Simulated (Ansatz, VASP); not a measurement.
This is a calculation of Mg6MnFe for VASP 6.6.1. The cell comes from a database or a generator and needn't be the stable form of this composition.

Contents of INCAR:

```
PREC     = Accurate       # precision mode
ENCUT    = 500            # plane-wave cutoff, eV
EDIFF    = 1E-6           # SCF threshold, eV
ISMEAR   = 0              # smearing method
SIGMA    = 0.05           # smearing width, eV
LREAL    = F              # projectors in reciprocal space
LASPH    = T              # aspherical terms in the spheres
NELM     = 150            # most SCF steps
ALGO     = Normal         # electronic algorithm
ISIF     = 2              # what is computed and relaxed
LWAVE    = F              # write WAVECAR
LCHARG   = F              # write CHGCAR
ISPIN    = 2              # spin polarisation
MAGMOM   = 3 4 0 0 0 0 0 0 # initial moments
LORBIT   = 11             # projections on sites
LMAXMIX  = 4              # l up to which the mixer works
GGA      = PE             # functional
NBANDS   = 28             # bands
```

KPOINTS

```
regular mesh
0
Gamma
  6 5 5
```

File POSCAR:

```
Mg6MnFe
4.8098
    0.999997920911      0.000000000000      0.000000000000
    0.000000000000      0.629780240343      1.105547943781
    0.000000000000     -0.629780240343      1.105547943781
Fe Mn Mg
1 1 6
Direct
    0.5000000000      0.6791410000      0.6791410000
    0.0000000000      0.8210190000      0.8210190000
    0.5000000000      0.1665030000      0.1665030000
    0.5000000000      0.6720880000      0.1504440000
    0.5000000000      0.1504440000      0.6720880000
    0.0000000000      0.3336410000      0.3336410000
    0.0000000000      0.8261340000      0.3510320000
    0.0000000000      0.3510320000      0.8261340000
```

Potentials or basis: VASP PAW PBE potentials, release 64 (Fe, Mn, Mg).

Run with:

```sh
$ cat potpaw_PBE.64/Fe/POTCAR potpaw_PBE.64/Mn/POTCAR potpaw_PBE.64/Mg/POTCAR > POTCAR
$ mpirun -np 1 vasp_std > vasp.out
```

Q: Set up the same calculation for Ansatz 0.2.0. Potentials or basis there: Ansatz PAW, cutoff 420 eV.

A: As run (cutoffs and basis follow the program's own potentials, and thresholds, step limits or extra output files can differ):

The input input.yaml:

```yaml
crystal:
  lattice:
    - [4.80979, 0.0, 0.0]
    - [0.0, 3.029117, 5.3174645]
    - [0.0, -3.029117, 5.3174645]
  atoms:
    - { symbol: Fe, position: [0.5, 0.679141, 0.679141], spin: 3.0 }
    - { symbol: Mn, position: [0.0, 0.821019, 0.821019], spin: 4.0 }
    - { symbol: Mg, position: [0.5, 0.166503, 0.166503] }
    - { symbol: Mg, position: [0.5, 0.672088, 0.150444] }
    - { symbol: Mg, position: [0.5, 0.150444, 0.672088] }
    - { symbol: Mg, position: [0.0, 0.333641, 0.333641] }
    - { symbol: Mg, position: [0.0, 0.826134, 0.351032] }
    - { symbol: Mg, position: [0.0, 0.351032, 0.826134] }
hamiltonian:
  xc: pbe
  pseudopotentials: { kind: paw }
magnetization:
  spin_polarized: true
kpoints:
  mp_grid: { grid: [6, 5, 5] }
scf:
  occupations: { method: gaussian, width: 0.05 }
output:
  forces: true
  stress: true
  eigenvalues: true
```

Potentials or basis: Ansatz PAW.

Command:

```sh
$ ansatz run input.yaml --threads 4 --pin off --max-ram 11264MiB --backend cpu --events-out ev --progress --plain --runs-dir out
```

Both were run:

|  | VASP | Ansatz |
| --- | --- | --- |
| Pressure | 0.0 GPa | 0.1 GPa |
| Largest force | 0.090 eV/Å | 0.091 eV/Å |
| Net moment | 6.21 μB per cell | 6.23 μB per cell |

Ansatz's pressure holds a Pulay term of +0.01 GPa for its cutoff of 420 eV, which the other run lacks.

The potentials hold 27 and 91 valence electrons a cell.

Where Ansatz's input types no cutoff or centring, it takes its own default and a Γ-centred mesh.

The magnetic state is the one that the start led to; the real crystal's order can differ.

Pressure is positive in compression.
